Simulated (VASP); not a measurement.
# PbO (Litharge) with r2SCAN: from relaxation to properties, part 3 of 6

Aim: relax PbO (Litharge), then compute properties on the relaxed cell. The start is a cell from a database of measured crystal structures.

VASP 6.6.1, plane waves and PAW; the level of theory is named at each step.

So far, gap on the k-mesh (eV): step 2 (relaxing cell and atoms (r2SCAN)) 2.00; step 3 (k-mesh 7×7×5) 2.00. The relaxed cell has a = 3.999, c = 5.246 Å (conventional setting).

## 5. Band structure (r2SCAN)

Level of this step: r2SCAN; plane waves and PAW (Pb_d, O) (VASP).

The mesh alone shows little of the dispersion and can miss band extrema, so KPOINTS_OPT adds a path through the symmetry points after the self-consistent cycle.

Input file INCAR:

```
SYSTEM = PbO
PREC = Accurate
ENCUT = 520
EDIFF = 1E-06
NELM = 100
ISMEAR = 0
SIGMA = 0.05
LREAL = .FALSE.
ALGO = Normal
METAGGA = R2SCAN
LASPH = .TRUE.
NBANDS = 34
LORBIT = 11
LWAVE = .FALSE.
LCHARG = .FALSE.
KPAR = 4
```

Input file POSCAR:

```
PbO
1.0
    3.9991452986      0.0000000000      0.0000000000
    0.0000000000      3.9991452986      0.0000000000
    0.0000000000      0.0000000000      5.2460087614
Pb O
2 2
Direct
    0.0000000000      0.5000000000      0.7734507545
    0.5000000000      0.0000000000      0.2265492455
    0.5000000000      0.5000000000      0.0000000000
    0.0000000000      0.0000000000      0.0000000000
```

Input file KPOINTS:

```
Automatic mesh
0
Gamma
7 7 5
0 0 0
```

Input file KPOINTS_OPT:

```
Line mode
16
Line-mode
Reciprocal
  0.00000000   0.00000000   0.00000000 GAMMA
  0.00000000   0.50000000   0.00000000 X

  0.00000000   0.50000000   0.00000000 X
  0.50000000   0.50000000   0.00000000 M

  0.50000000   0.50000000   0.00000000 M
  0.00000000   0.00000000   0.00000000 GAMMA

  0.00000000   0.00000000   0.00000000 GAMMA
  0.00000000   0.00000000   0.50000000 Z

  0.00000000   0.00000000   0.50000000 Z
  0.00000000   0.50000000   0.50000000 R

  0.00000000   0.50000000   0.50000000 R
  0.50000000   0.50000000   0.50000000 A

  0.50000000   0.50000000   0.50000000 A
  0.00000000   0.00000000   0.50000000 Z

  0.00000000   0.50000000   0.00000000 X
  0.00000000   0.50000000   0.50000000 R

  0.50000000   0.50000000   0.00000000 M
  0.50000000   0.50000000   0.50000000 A
```

Potentials, in the order of the species: Pb_d and O (PBE family, release 64).

Run with:

```sh
mpirun -np 4 vasp_std
```

Log:

```text
[... set-up lines as in an earlier step ...]
 entering main loop
       N       E                     dE             d eps       ncg     rms          rms(c)
DAV:   1     0.360647778882E+03    0.36065E+03   -0.19167E+04  2040   0.140E+03
DAV:   2    -0.839578256589E+02   -0.44461E+03   -0.41443E+03  2082   0.398E+02
DAV:   3    -0.142474216397E+03   -0.58516E+02   -0.56715E+02  2430   0.158E+02
DAV:   4    -0.145196121501E+03   -0.27219E+01   -0.27121E+01  2512   0.358E+01
DAV:   5    -0.145296685228E+03   -0.10056E+00   -0.10055E+00  2888   0.713E+00    0.112E+01
DAV:   6    -0.129121104140E+03    0.16176E+02   -0.15117E+01  3146   0.450E+01    0.347E+00
DAV:   7    -0.129500914575E+03   -0.37981E+00   -0.19535E+00  2538   0.840E+00    0.260E+00
DAV:   8    -0.129582311590E+03   -0.81397E-01   -0.61888E-01  3184   0.848E+00    0.171E+00
DAV:   9    -0.129523474467E+03    0.58837E-01   -0.22939E-01  3296   0.422E+00    0.335E-01
DAV:  10    -0.129522600961E+03    0.87351E-03   -0.16899E-02  2192   0.682E-01    0.194E-01
DAV:  11    -0.129523446404E+03   -0.84544E-03   -0.50877E-03  2560   0.653E-01    0.146E-01
DAV:  12    -0.129523060330E+03    0.38607E-03   -0.71675E-04  2992   0.177E-01    0.538E-02
DAV:  13    -0.129523015672E+03    0.44658E-04   -0.58395E-04  2554   0.141E-01    0.387E-02
DAV:  14    -0.129523004888E+03    0.10784E-04   -0.45401E-05  2692   0.542E-02    0.958E-03
DAV:  15    -0.129523004452E+03    0.43518E-06   -0.84887E-06  2950   0.230E-02
   1 F= -.12952300E+03 E0= -.12952300E+03  d E =-.179907E-14
 Start KPOINTS_OPT (optional k-point list driver)
k-point batch [1-30\144]
       N       E                     dE             ncg
DAV:   1     0.612689629091E+04   -0.18563E+05     2048
DAV:   2    -0.680711486706E+04   -0.12934E+05     2088
DAV:   3    -0.844466798032E+04   -0.16376E+04     2442
DAV:   4    -0.852026053658E+04   -0.75593E+02     2454
DAV:   5    -0.852303273151E+04   -0.27722E+01     2912
DAV:   6    -0.852311316863E+04   -0.80437E-01     2644
DAV:   7    -0.852311568091E+04   -0.25123E-02     2934
DAV:   8    -0.852311569954E+04   -0.18634E-04     2498
DAV:   9    -0.852311569985E+04   -0.31290E-06     1716
[...]
k-point batch [121-144\144]
       N       E                     dE             ncg
DAV:   1     0.107707181726E+05   -0.26986E+05     1648
DAV:   2     0.548869913181E+03   -0.10222E+05     1688
DAV:   3    -0.791368420277E+03   -0.13402E+04     1966
DAV:   4    -0.851222818490E+03   -0.59854E+02     1936
DAV:   5    -0.853423520274E+03   -0.22007E+01     2302
DAV:   6    -0.853489439512E+03   -0.65919E-01     2034
DAV:   7    -0.853492454380E+03   -0.30149E-02     2382
DAV:   8    -0.853492472632E+03   -0.18251E-04     1930
DAV:   9    -0.853492472971E+03   -0.33961E-06     1330
```

Run time: 4.4 min. Hardware: 4 MPI ranks of Intel Xeon Platinum 8488C (Sapphire Rapids), shared host; peak memory 1 GiB.

From OUTCAR (step 5):

```text
   k-points           NKPTS =     30   k-points in BZ     NKDIM =     30   number of bands    NBANDS=     34

   NELECT =      40.0000    total number of electrons

 E-fermi :   4.6285

 k-point     1 :       0.0000    0.0000    0.0000
  band No.  band energies     occupation
    ...
     16       0.0838      2.00000
     17       2.6197      2.00000
     18       2.6611      2.00000
     19       2.6611      2.00000
     20       4.3788      2.00000
     21       6.9388      0.00000
     22       9.7654      0.00000
     23      10.5900      0.00000
     24      10.5900      0.00000
     25      11.1835      0.00000
    ...

  Total        0.0253950      0.0253950      0.0564404      0.0000000      0.0000000      0.0000000
  in kB        0.4849488      0.4849488      1.0777982      0.0000000      0.0000000      0.0000000
  external PRESSURE =       0.6825653 kB  Pullay stress =       0.0000000 kB

 POSITION                                       TOTAL-FORCE (eV/Angst)
 -----------------------------------------------------------------------------------
      0.00000      1.99957      4.05753         0.000000      0.000000      0.001591
      1.99957      0.00000      1.18848        -0.000000      0.000000     -0.001591
      1.99957      1.99957      0.00000         0.000000     -0.000000      0.000000
      0.00000      0.00000      0.00000         0.000000      0.000000      0.000000
 -----------------------------------------------------------------------------------
    total drift:                                0.000000      0.000000      0.000000

  FREE ENERGIE OF THE ION-ELECTRON SYSTEM (eV)
  ---------------------------------------------------
  free  energy   TOTEN  =      -129.5230044524 eV

  energy  without entropy=     -129.5230044524  energy(sigma->0) =     -129.52300445

[... 8 parts as in an earlier step ...]

[... 8 further parts left out ...]
```

Spin-orbit coupling is off here; with elements this heavy it splits and shifts levels by tenths of an eV or more.

This step gave:

```
SCF cycles                        : 15
bands                             : 34
Fermi energy                      : 4.628 eV
pressure                          : 0.06826 GPa
least gap on mesh and path        : 1.764 eV
least direct gap on mesh and path : 2.556 eV
valence top at k                  : 0, 0.06667, 0
conduction bottom at k            : 0.5, 0.5, 0
least direct gap at k             : 0, 0, 0.06667
```

The electronic bands at the labelled points (eV, zero at the valence-band top; v1 is the highest filled band, c1 the lowest empty one):

```csv
point,v4,v3,v2,v1,c1,c2,c3,c4
Γ,-1.76,-1.72,-1.72,0.00,2.56,5.38,6.21,6.21
0.47 of the way,-2.45,-2.07,-1.95,-0.17,3.67,4.13,5.58,6.26
X,-3.05,-3.05,-1.61,-1.61,3.60,3.60,6.65,6.65
0.53 of the way,-2.06,-2.06,-1.46,-1.46,2.79,2.79,5.78,5.78
M,-1.74,-1.74,-1.08,-1.08,1.76,1.76,5.61,5.61
0.47 of the way,-2.83,-2.74,-1.29,-0.61,3.44,3.52,5.16,5.43
Γ,-1.76,-1.72,-1.72,0.00,2.56,5.38,6.21,6.21
0.47 of the way,-1.77,-1.73,-1.73,-0.36,2.33,5.20,5.20,5.21
Z,-1.79,-1.74,-1.74,-0.98,2.26,4.62,4.62,4.62
0.53 of the way,-2.39,-2.18,-1.26,-0.97,2.69,3.44,5.31,6.97
R,-3.03,-3.03,-1.06,-1.06,3.26,3.26,6.86,6.86
0.47 of the way,-1.89,-1.89,-1.43,-1.43,3.61,3.61,5.16,5.16
A,-2.18,-2.18,-1.09,-1.09,3.88,3.88,4.82,4.82
0.53 of the way,-2.90,-1.64,-1.34,-1.06,2.80,3.95,4.25,6.96
Z,-1.79,-1.74,-1.74,-0.98,2.26,4.62,4.62,4.62
jump to X,-3.05,-3.05,-1.61,-1.61,3.60,3.60,6.65,6.65
0.47 of the way,-3.04,-3.04,-1.34,-1.34,3.44,3.44,6.93,6.93
R,-3.03,-3.03,-1.06,-1.06,3.26,3.26,6.86,6.86
jump to M,-1.74,-1.74,-1.08,-1.08,1.76,1.76,5.61,5.61
0.47 of the way,-1.95,-1.95,-1.09,-1.09,2.40,2.40,5.84,5.84
A,-2.18,-2.18,-1.09,-1.09,3.88,3.88,4.82,4.82
```

Of the projections kept (Pb, O), the largest for each band there; the rest of the weight can lie on other orbitals:

```csv
point,v4,v3,v2,v1,c1,c2,c3,c4
Γ,O 0.93,O 0.91,O 0.91,O 0.63,Pb 0.83,Pb 0.96,Pb 0.68,Pb 0.68
X,O 0.82,O 0.82,O 0.62,O 0.62,Pb 0.59,Pb 0.59,Pb 0.57,Pb 0.57
M,Pb 0.57,Pb 0.57,O 0.97,O 0.97,Pb 0.85,Pb 0.85,Pb 0.88,Pb 0.88
Γ,O 0.93,O 0.91,O 0.91,O 0.63,Pb 0.83,Pb 0.96,Pb 0.68,Pb 0.68
Z,O 0.93,O 0.90,O 0.90,O 0.78,Pb 0.91,Pb 0.93,Pb 0.93,Pb 0.87
R,O 0.82,O 0.82,O 0.68,O 0.68,O 0.56,O 0.56,Pb 0.85,Pb 0.85
```

The path lowers the gap by 0.23 eV against the mesh alone, so a band edge lies off the mesh.

## 6. Total and projected DOS (r2SCAN)

Here the states are counted by energy and projected on the atoms. The mesh is finer than in the run before.

Changes to INCAR since step 5:

```diff
@@ -5,3 +5,3 @@
 NELM = 100
-ISMEAR = 0
+ISMEAR = -5
 SIGMA = 0.05
@@ -16 +16,2 @@
 KPAR = 4
+NEDOS = 2001
```

POSCAR is that of step 5.

Input file KPOINTS:

```
Automatic mesh
0
Gamma
10 10 8
0 0 0
```

Run with:

```sh
mpirun -np 4 vasp_std
```

Log:

```text
[... set-up lines as in an earlier step ...]
 entering main loop
       N       E                     dE             d eps       ncg     rms          rms(c)
DAV:   1     0.360090440677E+03    0.36009E+03   -0.19212E+04  7150   0.141E+03
DAV:   2    -0.843958113810E+02   -0.44449E+03   -0.41477E+03  7308   0.399E+02
DAV:   3    -0.142513504415E+03   -0.58118E+02   -0.56428E+02  8378   0.159E+02
DAV:   4    -0.145196029019E+03   -0.26825E+01   -0.26731E+01  8648   0.354E+01
DAV:   5    -0.145296636118E+03   -0.10061E+00   -0.10058E+00 10022   0.710E+00    0.112E+01
DAV:   6    -0.129121776695E+03    0.16175E+02   -0.15054E+01 11020   0.451E+01    0.348E+00
DAV:   7    -0.129500887852E+03   -0.37911E+00   -0.19440E+00  8954   0.840E+00    0.260E+00
DAV:   8    -0.129582072332E+03   -0.81184E-01   -0.61287E-01 10970   0.848E+00    0.171E+00
DAV:   9    -0.129523463510E+03    0.58609E-01   -0.22531E-01 11468   0.422E+00    0.334E-01
DAV:  10    -0.129522587687E+03    0.87582E-03   -0.16763E-02  7684   0.678E-01    0.194E-01
DAV:  11    -0.129523432377E+03   -0.84469E-03   -0.49955E-03  8832   0.655E-01    0.144E-01
DAV:  12    -0.129523052662E+03    0.37971E-03   -0.69171E-04 10466   0.176E-01    0.535E-02
DAV:  13    -0.129523008159E+03    0.44503E-04   -0.56862E-04  8902   0.140E-01    0.384E-02
DAV:  14    -0.129522997564E+03    0.10595E-04   -0.44398E-05  9270   0.544E-02    0.941E-03
DAV:  15    -0.129522997171E+03    0.39365E-06   -0.81661E-06 10154   0.226E-02
   1 F= -.12952300E+03 E0= -.12952300E+03  d E =0.000000E+00
```

Wall time 4.5 min (4 MPI ranks); peak memory 1.4 GiB.

Parts of OUTCAR (step 6):

```text
   k-points           NKPTS =    105   k-points in BZ     NKDIM =    105   number of bands    NBANDS=     34

   NELECT =      40.0000    total number of electrons

 E-fermi :   4.3790

 k-point     1 :       0.0000    0.0000    0.0000
  band No.  band energies     occupation
    ...
     16       0.0838      2.00000
     17       2.6197      2.00000
     18       2.6612      2.00000
     19       2.6612      2.00000
     20       4.3788      2.00000
     21       6.9388      0.00000
     22       9.7654      0.00000
     23      10.5900      0.00000
     24      10.5900      0.00000
     25      11.1835      0.00000
    ...

  Total        0.0251405      0.0251405      0.0558943      0.0000000      0.0000000      0.0000000
  in kB        0.4800879      0.4800879      1.0673685      0.0000000      0.0000000      0.0000000
  external PRESSURE =       0.6758481 kB  Pullay stress =       0.0000000 kB

 POSITION                                       TOTAL-FORCE (eV/Angst)
 -----------------------------------------------------------------------------------
      0.00000      1.99957      4.05753         0.000000      0.000000      0.001657
      1.99957      0.00000      1.18848        -0.000000     -0.000000     -0.001657
      1.99957      1.99957      0.00000         0.000000      0.000000      0.000000
      0.00000      0.00000      0.00000         0.000000     -0.000000      0.000000
 -----------------------------------------------------------------------------------
    total drift:                                0.000000      0.000000      0.000000

  FREE ENERGIE OF THE ION-ELECTRON SYSTEM (eV)
  ---------------------------------------------------
  free  energy   TOTEN  =      -129.5229971706 eV

  energy  without entropy=     -129.5229971706  energy(sigma->0) =     -129.52299717

[... 9 parts as in an earlier step ...]

[... 7 further parts left out ...]
```

Numbers from this step:

| Item | Value |
| --- | --- |
| irreducible k-points | 105 |
| Fermi energy | 4.379 eV |
| pressure | 0.06758 GPa |
| valence top at k | 0, 0, 0 |
| least direct gap at k | 0, 0, 0 |
| gap on the k-mesh | 1.766 eV |
| least direct gap on the k-mesh | 2.560 eV |

The density of states has structure finer than the step of the table below, so its rows give means over 0.5 eV, whole bins alone (the curve runs from -12.0 to 8.64 eV). Peaks (eV: height): total -8.11: 3.82, -4.25: 3.91, -1.87: 4.52, -1.38: 6.28; O p -4.25: 1.80, -1.79: 2.25, -1.38: 3.65, 3.71: 0.670; Pb p -4.25: 0.493, 3.47: 0.648, 7.32: 1.51, 7.74: 1.40; Pb s -8.11: 2.00, -1.87: 0.393, -1.38: 0.375, 3.71: 0.413; O s -6.55: 0.071, 3.14: 0.0986, 5.93: 0.0456, 7.08: 0.0418.

States under -12.0 eV and over 8.6 eV are left out. Density of states against energy, zero at the valence-band top; means over each step; values in states/eV/cell:

```csv
energy (eV),total,O p,Pb p,Pb s,O s
-9.0,0,0,0,0,0
-8.5,0.289,0.0356,0.00138,0.152,6.5e-4
-8.0,3.07,0.487,0.0154,1.61,0.0273
-7.5,2.06,0.316,0.00896,1.09,0.0556
-7.0,1.05,0.139,0.00720,0.555,0.0600
-6.5,0.808,0.0797,0.0109,0.429,0.0608
-6.0,0.399,0.0386,0.00624,0.218,0.0331
-5.5,0.210,0.0171,0.00324,0.121,0.0198
-5.0,0.107,0.0140,0.00456,0.0511,0.00890
-4.5,1.79,0.792,0.235,0.0201,0.00587
-4.0,2.80,1.31,0.343,0.0228,0.00894
-3.5,2.78,1.41,0.307,0.0119,0.00983
-3.0,1.63,0.897,0.148,0.00394,0.00877
-2.5,3.05,1.67,0.275,0.0489,0.0136
-2.0,3.89,2.00,0.353,0.253,0.0127
-1.5,4.37,2.54,0.292,0.234,0.00418
-1.0,2.41,1.22,0.204,0.238,0.00168
-0.5,0.904,0.418,0.0702,0.149,0.00134
0.0,0.258,0.123,0.0109,0.0550,3.0e-4
0.5,0,0,0,0,0
1.0,0,0,0,0,0
1.5,5.8e-5,0,1.6e-5,0,3.2e-6
2.0,0.114,0.00443,0.0297,0.00213,0.00504
2.5,0.605,0.0423,0.146,0.0453,0.0214
3.0,2.44,0.295,0.542,0.149,0.0850
3.5,3.32,0.559,0.614,0.329,0.0633
4.0,1.25,0.211,0.239,0.119,0.0176
4.5,0.903,0.117,0.236,0.0248,0.0116
5.0,1.38,0.161,0.399,0.0308,0.0231
5.5,1.86,0.213,0.535,0.0568,0.0348
6.0,2.10,0.228,0.725,0.0570,0.0375
6.5,2.10,0.254,0.788,0.0390,0.0272
7.0,2.77,0.387,1.09,0.0372,0.0333
7.5,3.36,0.551,1.36,0.0474,0.0213
8.0,1.51,0.264,0.600,0.0202,0.00639
```

The gap on this mesh is 1.77 eV. In the top eV of the valence band the largest shares in the PAW spheres are O p 46 %, Pb s 15 % and Pb p 8 %; in the lowest eV of the conduction band, Pb p 24 %, Pb s 7 % and O p 7 %. The rest lies in smaller channels or between the spheres.

## 7. Independent-particle dielectric function (r2SCAN)

LOPTICS sums transitions from filled to empty bands. NBANDS is raised for it.

Input file INCAR:

```
SYSTEM = PbO
PREC = Accurate
ENCUT = 520
EDIFF = 1E-06
NELM = 100
ISMEAR = 0
SIGMA = 0.05
LREAL = .FALSE.
ALGO = Normal
METAGGA = R2SCAN
LASPH = .TRUE.
NBANDS = 52
LORBIT = 11
LWAVE = .FALSE.
LCHARG = .FALSE.
KPAR = 4
LOPTICS = .TRUE.
NEDOS = 1500
CSHIFT = 0.1
```

POSCAR is that of step 6.

KPOINTS is that of step 6.

Run with:

```sh
mpirun -np 4 vasp_std
```

Log:

```text
[... set-up lines as in an earlier step ...]
 entering main loop
       N       E                     dE             d eps       ncg     rms          rms(c)
DAV:   1     0.379302009832E+03    0.37930E+03   -0.16643E+04 11360   0.922E+02
DAV:   2    -0.716956670641E+02   -0.45100E+03   -0.40001E+03 11032   0.296E+02
DAV:   3    -0.142218320166E+03   -0.70523E+02   -0.68311E+02 12152   0.116E+02
DAV:   4    -0.145205275909E+03   -0.29870E+01   -0.29789E+01 13560   0.251E+01
DAV:   5    -0.145297106695E+03   -0.91831E-01   -0.91810E-01 14968   0.466E+00    0.112E+01
DAV:   6    -0.129163933982E+03    0.16133E+02   -0.11293E+01 16960   0.295E+01    0.354E+00
DAV:   7    -0.129501396206E+03   -0.33746E+00   -0.15650E+00 13824   0.566E+00    0.252E+00
DAV:   8    -0.129557663889E+03   -0.56268E-01   -0.39226E-01 16680   0.464E+00    0.138E+00
DAV:   9    -0.129522880240E+03    0.34784E-01   -0.10198E-01 17124   0.234E+00    0.290E-01
DAV:  10    -0.129522275447E+03    0.60479E-03   -0.12616E-02 13812   0.576E-01    0.108E-01
DAV:  11    -0.129523077901E+03   -0.80245E-03   -0.86637E-04 13500   0.197E-01    0.604E-02
DAV:  12    -0.129522997917E+03    0.79984E-04   -0.27751E-04 14932   0.103E-01    0.298E-02
DAV:  13    -0.129522998576E+03   -0.65882E-06   -0.21104E-05 14592   0.306E-02    0.142E-02
DAV:  14    -0.129522997394E+03    0.11814E-05   -0.68101E-06 13984   0.145E-02    0.249E-03
DAV:  15    -0.129522997526E+03   -0.13159E-06   -0.97130E-07 10124   0.449E-03
   1 F= -.12952300E+03 E0= -.12952300E+03  d E =-.475872E-13
 optical routines
 imaginary and real dielectric function
 direction            1
 direction            2
 direction            3
```

The job ended after 6.7 min (4 MPI ranks; peak memory 3.1 GiB; 27 min of CPU time).

OUTCAR, selected parts (step 7):

```text
   k-points           NKPTS =    105   k-points in BZ     NKDIM =    105   number of bands    NBANDS=     52

   NELECT =      40.0000    total number of electrons

 E-fermi :   4.6127

 k-point     1 :       0.0000    0.0000    0.0000
  band No.  band energies     occupation
    ...
     16       0.0842      2.00000
     17       2.6202      2.00000
     18       2.6616      2.00000
     19       2.6616      2.00000
     20       4.3792      2.00000
     21       6.9390      0.00000
     22       9.7656      0.00000
     23      10.5902      0.00000
     24      10.5902      0.00000
     25      11.1838      0.00000
    ...

  Total        0.0090706      0.0090706      0.0363254      0.0000000     -0.0000000      0.0000000
  in kB        0.1732138      0.1732138      0.6936769      0.0000000     -0.0000000      0.0000000
  external PRESSURE =       0.3467015 kB  Pullay stress =       0.0000000 kB

 POSITION                                       TOTAL-FORCE (eV/Angst)
 -----------------------------------------------------------------------------------
      0.00000      1.99957      4.05753         0.000000      0.000000      0.000677
      1.99957      0.00000      1.18848        -0.000000      0.000000     -0.000677
      1.99957      1.99957      0.00000         0.000000     -0.000000      0.000000
      0.00000      0.00000      0.00000         0.000000      0.000000      0.000000
 -----------------------------------------------------------------------------------
    total drift:                                0.000000      0.000000      0.000000

  FREE ENERGIE OF THE ION-ELECTRON SYSTEM (eV)
  ---------------------------------------------------
  free  energy   TOTEN  =      -129.5229975259 eV

  energy  without entropy=     -129.5229975259  energy(sigma->0) =     -129.52299753

 plasma frequency squared (from intraband transitions) (eV^2)
  --------------------------------------------------------------------------------------
       0.000       0.000       0.000
       0.000       0.000       0.000
      -0.000       0.000       0.000

[... 9 parts as in an earlier step ...]

[... 7 further parts left out ...]
```

These are independent-particle spectra without excitons or local fields, and fine structure depends on the mesh and on CSHIFT.

Numbers from this step:

| Property | Result |
| --- | --- |
| bands | 52 |
| Fermi energy | 4.613 eV |
| pressure | 0.03467 GPa |

The imaginary dielectric function has structure finer than the step of the table below, so its rows give means over 1 eV, whole bins alone (the curve runs from 0 to 25.0 eV). Peaks (eV: height): xx 4.5: 12.8; zz 3.8: 6.45, 4.8: 10.9, 7.4: 6.11.

The imaginary dielectric function by photon energy; means over each step:

```csv
photon energy (eV),xx,zz
1,0.0400,0.0412
2,0.121,0.177
3,0.936,1.62
4,8.15,6.26
5,8.33,7.54
6,4.94,4.51
7,5.31,4.67
8,3.04,3.31
9,2.67,1.90
10,2.72,2.05
11,2.04,2.33
12,1.03,1.59
13,0.796,0.931
14,0.945,0.836
15,1.22,1.12
16,1.06,0.864
17,0.891,0.597
18,0.790,0.523
19,0.913,0.811
20,0.791,0.971
21,0.517,0.682
22,0.487,0.775
23,0.574,0.795
24,0.566,0.638
```

Real dielectric function against photon energy:

```csv
photon energy (eV),xx,zz
0,5.87,5.51
1,6.05,5.70
2,6.75,6.46
3,8.88,7.79
4,10.9,7.06
5,0.811,0.682
6,1.35,1.96
7,-0.0639,1.43
8,-0.636,-1.32
9,0.152,0.0656
10,0.424,0.742
11,-0.821,0.721
12,-0.364,-0.297
13,0.256,0.188
14,0.615,0.469
15,0.712,0.564
16,0.535,0.198
17,0.332,0.503
18,0.530,0.760
19,0.470,1.04
20,0.280,0.549
21,0.409,0.673
22,0.556,0.747
23,0.629,0.471
24,0.298,0.360
```

The mean of ε2 over directions passes 5 % of its top at 2.74 eV, against a least direct gap of 2.56 eV on this mesh, so absorption sets in close to the direct gap. The indirect gap (1.76 eV in the band run) doesn't show, since phonons are left out.

(Continued in part 4 of 6.)

[Lines on the potential files, build, host, timing and source positions are cut from VASP's logs without a mark.]

[Logs are printed without paths, hosts, clocks, repeated set-up lines and the standing remarks that a program may print on its own settings, such as how far it seeks lower states.]

[Hosts, paths, dates, database ids (printed as entryN), source tags and the programs' standing remarks are cut or masked in the printed files.]

[A measured line is paired with the nearest computed mode of its activity, which favours agreement.]
